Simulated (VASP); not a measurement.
Here is the system:

```
CELL_PARAMETERS angstrom
     -1.51500     1.51500     1.51500
      1.51500    -1.51500     1.51500
      1.51500     1.51500    -1.51500
ATOMIC_POSITIONS crystal
  V  0.00000 0.00000 0.00000
```

Method: revPBE GGA, VASP's PBE PAW potentials (set 64) (plane waves; VASP 6.6.1). Numerical set-up: 520 eV cut-off, 15×15×15 Γ-centred mesh, first-order Methfessel-Paxton smearing of 0.10 eV, potentials V_sv.

Q: The ions, cell shape and volume are relaxed. What does this cell relax into?

A: 
```
CELL_PARAMETERS angstrom
     -1.50678     1.50678     1.50678
      1.50678    -1.50678     1.50678
      1.50678     1.50678    -1.50678
ATOMIC_POSITIONS crystal
  V  0.00000 0.00000 0.00000
```
Space group Im-3m (229), at a tolerance of 0.03 Å.

Q: How do energy and volume change from the first to the last step?

A: The energy (σ→0) changes by -2.1 meV/atom and the volume by -1.6 %, in 3 ionic steps.

The compound is V in the bcc structure. This run relaxes it. Symmetry was kept, so distortions that lower it aren't found. The run is not spin-polarised, so no magnetic state was tried.
